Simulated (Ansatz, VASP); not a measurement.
# One calculation of LaHg, two programs

Contents of INCAR:

```
SYSTEM = LaHg
ALGO = Normal
EDIFF = 1E-6
ENCUT = 520
ISIF = 2
ISMEAR = -1
LASPH = .True.
LCHARG = .False.
LREAL = .False.
LWAVE = .False.
NBANDS = 18
NELM = 60
PREC = Accurate
SIGMA = 0.08
```

File KPOINTS:

```
k-points
0
Gamma
  11 11 11
  0 0 0
```

Contents of POSCAR:

```
LaHg
1.0
    3.8370000000      0.0383700000      0.0383700000
    0.0383700000      3.8370000000      0.0383700000
    0.0383700000      0.0383700000      3.8370000000
La Hg
1 1
Direct
    0.5000000000      0.5000000000      0.5000000000
    0.0000000000      0.0000000000      0.0000000000
```

Input for Ansatz:

```yaml
crystal:
  lattice:
    - [3.837, 0.03837, 0.03837]
    - [0.03837, 3.837, 0.03837]
    - [0.03837, 0.03837, 3.837]
  atoms:
    - { symbol: La, position: [0.5, 0.5, 0.5] }
    - { symbol: Hg, position: [0.0, 0.0, 0.0] }
kpoints:
  mp_grid: { grid: [11, 11, 11] }
  band_path:
    path:
      - [0.0, 0.0, 0.0]
      - [0.5, 0.5, 0.5]
      - [0.5193194925, 0.4806805075, 0.5]
      - [0.5, -0.4806805075, 0.4806805075]
      - [0.5, 0.0, 0.0]
      - [0.0, 0.0, 0.0]
      - [0.4903402537, -0.4903402537, 0.0]
      - [0.5096597463, 0.0, 0.4903402537]
      - [0.5, 0.0, 0.5]
    npoints: 5
scf:
  occupations: { method: fermi_dirac, width: 0.08 }
hamiltonian:
  xc: lda
  pseudopotentials: { kind: all_electron, lapw: { basis_error: 0.001 } }
output:
  forces: true
  stress: true
  eigenvalues: true
```

Change from the starting cell: equal xy, yz and zx shear strains of +2 %.

Alike in both runs: task single point; functional LDA; k mesh 11 × 11 × 11; occupations fermi-dirac, width 0.08 eV; no spin polarisation.

|  | VASP | Ansatz |
| --- | --- | --- |
| version | VASP 6.6.1 | Ansatz 0.2.0 |
| potentials or method | VASP PAW LDA potentials, release 64 (La, Hg) | all-electron LAPW, scalar-relativistic |
| plane-wave cutoff (eV) | 520 | see its input |

VASP gave:

* pressure (GPa): -1.7
* largest component of the traceless stress (GPa): 0.44

**Question.** Estimate Ansatz's values.

**Answer.** Pressure (GPa): -1.8; largest component of the traceless stress (GPa): 0.43.

Ansatz ran all-electron here, so the differences hold the error of VASP's frozen core and of both bases.

Spin-orbit coupling is left out, which matters for the levels of Hg, La.
